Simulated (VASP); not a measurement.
```
AuZn
1.0
    3.12550     0.00000     0.00000
    0.00000     3.12550     0.00000
    0.00000     0.00000     3.12550
Zn Au
1 1
Direct
  0.50000   0.50000   0.50000
  0.00000   0.00000   0.00000
```

Calculation: AM05 GGA, VASP's PBE PAW potentials (set 64) (plane waves; VASP). Numerical set-up: 520 eV cut-off, Gaussian smearing of 0.050 eV, potentials Zn Au.

Q: Give the energies of bands 6 to 14 at the high-symmetry points, in eV from the Fermi level.

A: 
```csv
band,Γ,X,M,R
6,-7.47,-7.29,-6.46,-6.59
7,-5.50,-5.92,-5.12,-6.59
8,-5.50,-5.53,-4.12,-6.59
9,-3.77,-5.01,-4.12,-3.12
10,-3.77,-5.01,-3.17,-3.12
11,-3.77,-3.94,-2.12,1.50
12,5.01,-2.38,-2.12,3.71
13,5.01,10.39,0.90,3.74
14,5.01,11.25,2.64,3.74
```

It has no gap at this level: it comes out as a metal or semimetal.

The compound is AuZn in the CsCl type structure. It was relaxed first. The electron count is odd and the run is not spin-polarised, which forces a metal.
